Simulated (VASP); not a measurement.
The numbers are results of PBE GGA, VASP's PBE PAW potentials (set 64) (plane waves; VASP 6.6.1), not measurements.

The input files of a VASP run:

File KPOINTS:
```
K-points
0
Gamma
  17 17 17
```

POSCAR:
```
Nb
1
   -1.6526994059     1.6526994059     1.6526994059
    1.6526994059    -1.6526994059     1.6526994059
    1.6526994059     1.6526994059    -1.6526994059
Nb
1
Direct
  0.0000000000   0.0000000000   0.0000000000
```

**INCAR**
```
ALGO=Normal
EDIFF=1E-7
ENCUT=400
GGA=PE
ISIF=2
ISMEAR=-5
LASPH=.True.
LCHARG=.True.
LMAXMIX=4
LORBIT=11
LREAL=.False.
LWAVE=.False.
NEDOS=601
NELM=100
PREC=Accurate
SYSTEM=Nb
```

POTCAR, in this order: Nb_sv (PBE.64 set). Program: vasp_std.

The resulting files:

### OSZICAR
```
       N       E                     dE             d eps       ncg     rms          rms(c)
DAV:   1     0.894153469384E+02    0.89415E+02   -0.65844E+03  3388   0.107E+03
DAV:   2    -0.670734662578E+01   -0.96123E+02   -0.93778E+02  3618   0.375E+02
DAV:   3    -0.104692550776E+02   -0.37619E+01   -0.36278E+01  4900   0.611E+01
DAV:   4    -0.106332188460E+02   -0.16396E+00   -0.16281E+00  4426   0.119E+01
DAV:   5    -0.106407034124E+02   -0.74846E-02   -0.74721E-02  5174   0.193E+00    0.738E+00
DAV:   6    -0.102555372077E+02    0.38517E+00   -0.75877E-01  5076   0.111E+01    0.259E+00
DAV:   7    -0.102100437347E+02    0.45493E-01   -0.23163E-01  5128   0.601E+00    0.930E-01
DAV:   8    -0.102144363498E+02   -0.43926E-02   -0.11056E-02  3750   0.158E+00    0.623E-02
DAV:   9    -0.102144550069E+02   -0.18657E-04   -0.82787E-04  5532   0.312E-01    0.378E-02
DAV:  10    -0.102144679787E+02   -0.12972E-04   -0.20602E-05  3770   0.668E-02    0.124E-02
DAV:  11    -0.102144593545E+02    0.86243E-05   -0.34685E-06  3812   0.329E-02    0.251E-03
DAV:  12    -0.102144593742E+02   -0.19751E-07   -0.11016E-07  2444   0.521E-03
   1 F= -.10214459E+02 E0= -.10214459E+02  d E =0.000000E+00
```

**OUTCAR**
```
------------------------ aborting loop because EDIFF is reached ----------------------------------------
  FORCE on cell =-STRESS in cart. coord.  units (eV):
  Direction    XX          YY          ZZ          XY          YZ          ZX
  --------------------------------------------------------------------------------------
  Total       -0.0283662     -0.0283662     -0.0283662      0.0000000      0.0000000     -0.0000000
  in kB       -2.5169270     -2.5169270     -2.5169270      0.0000000      0.0000000     -0.0000000
  external PRESSURE =      -2.5169270 kB  Pullay stress =       0.0000000 kB
  volume of cell :       18.06
      direct lattice vectors                 reciprocal lattice vectors
    -1.652699406  1.652699406  1.652699406     0.000000000  0.302535354  0.302535354
     1.652699406 -1.652699406  1.652699406     0.302535354  0.000000000  0.302535354
     1.652699406  1.652699406 -1.652699406     0.302535354  0.302535354  0.000000000
 POSITION                                       TOTAL-FORCE (eV/Angst)
 -----------------------------------------------------------------------------------
      0.00000      0.00000      0.00000        -0.000000      0.000000      0.000000
 -----------------------------------------------------------------------------------
    total drift:                               -0.000000     -0.000000      0.000000
  FREE ENERGIE OF THE ION-ELECTRON SYSTEM (eV)
  ---------------------------------------------------
  free  energy   TOTEN  =       -10.2144593742 eV

  energy  without entropy=      -10.2144593742  energy(sigma->0) =      -10.21445937

 total charge

# of ion       s       p       d       tot
------------------------------------------
    1        2.219   5.998   2.517  10.733
```
(Selected blocks of OUTCAR.)

For a metal the tetrahedron method with Blöchl corrections gives inexact stress and forces.

The compound is Nb in the bcc structure. It was relaxed first.
